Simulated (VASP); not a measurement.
Set up this calculation in VASP 6.6.1, as an ASE script.

```yaml
Task: density of states
Functional: PBE
Dispersion: dDsC
Potentials_or_basis: VASP PAW PBE potentials, release 64 (B, Se)
Cutoff: 520 eV
k_mesh: 7 × 7 × 3
Occupations: gaussian, width 0.05 eV
Spin: spin-orbit coupling, no magnetisation
Further_INCAR_settings: ALGO = Normal; EDIFF = 1.00e-06; NBANDS = 32
```

BSe:

```
B Se
1.0
     3.27072    0.00000    0.00000
    -1.63536    2.83253    0.00000
     0.00000    0.00000    7.23648
B Se
2 2
Direct
  0.33333 0.66667 0.37828
  0.66667 0.33333 0.87828
  0.33333 0.66667 0.99485
  0.66667 0.33333 0.49485
```

The cell was built by a generator and needn't be a form met in nature.

These files were run (other wordings do the same):

run.py

```python
from ase.calculators.vasp import Vasp
from ase.dft.dos import DOS
from ase.spacegroup import crystal

atoms = crystal(
    ['B', 'Se'],
    basis=[[0.3333333333, 0.6666666667, 0.37828], [0.3333333333, 0.6666666667, 0.99485]],
    spacegroup=186,
    setting=1,
    cellpar=[3.27072147, 3.27072147, 7.23648, 90.0, 90.0, 120.0],
    primitive_cell=True,
)
calc = Vasp(
    directory='calc',
    xc='pbe',
    pp='PBE',
    setups='recommended',
    prec='Accurate',
    encut=520,
    ediff=1e-06,
    ismear=0,
    sigma=0.05,
    lreal=False,
    lasph=True,
    nelm=80,
    algo='Normal',
    isif=2,
    lwave=False,
    lcharg=False,
    lorbit=11,
    lsorbit=True,
    gga_compat=False,
    ivdw=4,
    kpts=[7, 7, 3],
    gamma=True,
    nbands=32,
)
atoms.calc = calc

print('energy (eV):', atoms.get_potential_energy())
print('free energy (eV):', atoms.get_potential_energy(force_consistent=True))
print('forces (eV/A):')
print(atoms.get_forces())
print('stress (eV/A^3, Voigt):', atoms.get_stress())
print('Fermi level (eV):', calc.get_fermi_level())
dos = DOS(calc, width=0.2, window=(-10, 10), npts=301)
print('E - E_F (eV), DOS (1/eV)')
for e, g in zip(dos.get_energies(), dos.get_dos()):
    print(f'{e:8.3f} {g:10.4f}')
```

Potentials or basis: VASP PAW PBE potentials, release 64 (B, Se).

Launch:

```sh
$ python run.py
```

It gave:

```yaml
Pressure: -2.1 GPa
Largest_force: 0.134 eV/Å
Valence_electrons_inside_the_program's_atomic_spheres: B 1.68; Se 3.88
Hirshfeld_charges: B -0.12; Se +0.12 e
Dispersion_energy_per_atom: -0.212 eV
```

Run time: 19 min on 1 thread of AMD EPYC 7R43 64-Core Processor (Zen 3), with other jobs on the host, peak memory 0.55 GiB.
